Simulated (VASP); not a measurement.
A convergence study with VASP on C (graphite): one setting is varied, all else stays as given below, so the limit is that of these other settings.

```yaml
crystal:
  lattice:
    - [1.23000, -2.13042, 0.00000]
    - [1.23000, 2.13042, 0.00000]
    - [0.00000, 0.00000, 6.71000]
  atoms:
    - { symbol: C, position: [0.00000, 0.00000, 0.25000] }
    - { symbol: C, position: [0.00000, 0.00000, 0.75000] }
    - { symbol: C, position: [0.33333, 0.66667, 0.25000] }
    - { symbol: C, position: [0.66667, 0.33333, 0.75000] }
```

Computed with PBEsol GGA, VASP's PBE PAW potentials (set 64) (plane waves; VASP). The tightest run used: 700 eV cut-off, 20×20×6 Monkhorst-Pack mesh, first-order Methfessel-Paxton smearing of 0.10 eV, potentials C.

Problem. The settings run are 1×1×1 mesh; 2×2×1 mesh; 3×3×1 mesh; 4×4×1 mesh; 5×5×2 mesh; 6×6×2 mesh; 7×7×2 mesh; 8×8×2 mesh; 9×9×3 mesh; 10×10×3 mesh; 11×11×3 mesh; 12×12×4 mesh; 13×13×4 mesh; 14×14×4 mesh; 15×15×5 mesh; 16×16×5 mesh; 17×17×5 mesh; 18×18×6 mesh; 19×19×6 mesh; 20×20×6 mesh. From which on does the stress (every component) stay within 0.5 GPa of the tightest run?

Solution. From 6×6×2 mesh on: it is off by 0.10 there and by no more than 0.5 in any finer run, while 5×5×2 mesh is off by 0.78.
```tsv
setting	E (eV/atom)	pressure (GPa)	irreducible k-points	difference judged (GPa)
1×1×1 mesh	-6.1004	27.98	1	34.13
2×2×1 mesh	-9.9760	-3.25	2	8.73
3×3×1 mesh	-9.3976	2.42	3	4.32
4×4×1 mesh	-9.6221	1.04	6	2.31
5×5×2 mesh	-9.6399	0.14	5	0.78
6×6×2 mesh	-9.6533	0.03	12	0.10
7×7×2 mesh	-9.6545	0.00	8	0.21
8×8×2 mesh	-9.6493	0.08	20	0.11
9×9×3 mesh	-9.6446	0.12	24	0.26
10×10×3 mesh	-9.6489	0.07	60	0.07
11×11×3 mesh	-9.6498	0.06	32	0.08
12×12×4 mesh	-9.6496	0.07	84	0.02
13×13×4 mesh	-9.6496	0.08	42	0.08
14×14×4 mesh	-9.6490	0.09	112	0.03
15×15×5 mesh	-9.6484	0.08	81	0.07
16×16×5 mesh	-9.6492	0.07	216	0.03
17×17×5 mesh	-9.6494	0.07	99	0.03
18×18×6 mesh	-9.6493	0.08	270	0.01
19×19×6 mesh	-9.6492	0.08	120	0.03
20×20×6 mesh	-9.6491	0.08	330	0.00
```

Left out are rungs that failed or repeat a setting and relaxations that didn't move; long series are thinned to 24 rows.

The compound is C in the graphite structure. The cell was not relaxed at this level.
